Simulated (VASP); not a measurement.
An input for Ansatz (written as the equivalent of a VASP run, and not itself run):

Ansatz 0.2 input:
```yaml
crystal:
  lattice:
    - [-1.7357080, 1.7357080, 4.8246235]
    - [1.7357080, -1.7357080, 4.8246235]
    - [1.7357080, 1.7357080, -4.8246235]
  atoms:
    - { symbol: Lu, position: [1.0000000, 1.0000000, 1.0000000] }
    - { symbol: Ge, position: [0.3086001, 0.3086001, 1.0000000] }
    - { symbol: Ge, position: [0.6913999, 0.6913999, 0.0000000] }
kpoints:
  mp_grid: { grid: [12, 12, 12] }
hamiltonian:
  xc: pbesol
  pseudopotentials: { kind: paw }
scf:
  occupations: { method: methfessel_paxton, width: 0.1 }
  max_iter: 100
output: { forces: true, stress: true, eigenvalues: true }
```

Q: Write the VASP files for the same calculation (PBEsol).

A: One answer among several that fit: 
KPOINTS:
```
Automatic mesh
0
Gamma
12 12 12
0 0 0
```

INCAR:
```
# general
SYSTEM  = LuGe2
PREC    = Accurate
ENCUT   = 480
LREAL   = .FALSE.
LASPH   = .TRUE.

# electronic loop
EDIFF   = 1E-7
NELM    = 100
ALGO    = Normal
LMAXMIX = 6

# smearing
ISMEAR  = 1
SIGMA   = 0.1

# functional
GGA     = PS

# ions
ISIF    = 2

# output
LWAVE   = .FALSE.
LCHARG  = .FALSE.
```

**POSCAR**
```
LuGe2
9.6492470
 -0.1798801477   0.1798801477   0.4999999960
  0.1798801477  -0.1798801477   0.4999999960
  0.1798801477   0.1798801477  -0.4999999960
Lu Ge
1 2
Cartesian
  0.1798801477   0.1798801477   0.4999999960
  0.1798801477   0.1798801477  -0.1913999383
 -0.0000000000   0.0000000000   0.6913999343
```

POTCAR, in this order: Lu_3 Ge_d (PBE.64 set). Program: vasp_std.

What does not carry over: each code has its own PAW files, so the cut-off isn't converted (ENCUT is set for VASP's; basis.ecutwfc is left out, and Ansatz then takes the one that its files recommend); Ansatz stops its SCF on the density residual and VASP on the energy change (EDIFF).

The structure was generated: LuGe2 was put into the MoSi2 type (I4/mmm), which need not be its known phase. It was relaxed first.
